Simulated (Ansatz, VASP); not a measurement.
Two plane-wave programs on Be2BiSb3

Contents of INCAR:

```
ALGO = Normal
EDIFF = 1E-6
EDIFFG = -0.01
ENCUT = 600
GGA = PE
IBRION = 2
ISIF = 3
ISMEAR = 0
LASPH = True
LCHARG = False
LREAL = False
LWAVE = False
NELM = 100
NSW = 100
PREC = Accurate
SIGMA = 0.1
```

The input KPOINTS:

```
k-points
0
Gamma
  12 12 4
```

Contents of POSCAR:

```
Be2BiSb3
1.0
    3.9316302103      0.0000000000      0.0000000000
   -1.9658151052      3.4048916404      0.0000000000
    0.0000000000      0.0000000000     10.1218994290
Be Sb Bi
2 3 1
Direct
    0.3333333333      0.6666666667      0.6517278359
    0.6666666667      0.3333333333      0.3482721641
    0.0000000000      0.0000000000      0.5000000000
    0.3333333333      0.6666666667      0.2260583455
    0.6666666667      0.3333333333      0.7739416545
    0.0000000000      0.0000000000      0.0000000000
```

Input for Ansatz:

```yaml
crystal:
  lattice:
    - [3.9316302103, 0.0, 0.0]
    - [-1.9658151052, 3.4048916404, 0.0]
    - [0.0, 0.0, 10.121899429]
  atoms:
    - { symbol: Be, position: [0.3333333333, 0.6666666667, 0.6517278359] }
    - { symbol: Be, position: [0.6666666667, 0.3333333333, 0.3482721641] }
    - { symbol: Sb, position: [0.0, 0.0, 0.5] }
    - { symbol: Sb, position: [0.3333333333, 0.6666666667, 0.2260583455] }
    - { symbol: Sb, position: [0.6666666667, 0.3333333333, 0.7739416545] }
    - { symbol: Bi, position: [0.0, 0.0, 0.0] }
basis:
  ecutwfc: 420
kpoints:
  mp_grid: { grid: [12, 12, 4] }
hamiltonian:
  xc: pbe
scf:
  occupations: { method: gaussian, width: 0.1 }
output:
  forces: true
  stress: true
  eigenvalues: true
  write_density: true
  write_potential: true
  elf: true
  volumetric_format: npy
relax:
  adjacent_minimum: "off"
  f_tol: 0.01
  max_steps: 80
  cell: { stress_tol: 0.05 }
```

Alike in both runs: task relaxation of cell and atoms; functional PBE; k mesh 12 × 12 × 4; occupations gaussian, width 0.1 eV; no spin polarisation.

|  | VASP | Ansatz |
| --- | --- | --- |
| version | VASP 6.6.1 | Ansatz 0.2.0 |
| potentials or method | VASP PAW PBE potentials, release 64 (Be, Sb, Bi_d) | scalar-relativistic, plane waves, PAW |
| plane-wave cutoff (eV) | 600 | 420 |
| valence electrons in the cell | 34 | 64 |

Ansatz gave:

| Quantity | Value |
| --- | --- |
| gap on the k mesh at the Fermi level, each at its own relaxed structure (eV) | none |
| relaxed volume (Å³/atom) | 22.50 |
| relaxed cell length with the largest relative difference (Å) | 3.901 |
| energy change over the relaxation (meV/atom) | -1 |

**Question.** What did VASP give for the same quantities?

**Answer.** gap on the k mesh at the Fermi level, each at its own relaxed structure (eV): none; relaxed volume (Å³/atom): 22.53; relaxed cell length with the largest relative difference (Å): 3.905; energy change over the relaxation (meV/atom): -1.

A gap of «none» marks a metal or a gap that the smearing closes. The two sets of potentials don't hold the same shells in valence.

Caveats: spin-orbit coupling is left out, which moves the levels of the heavy elements.
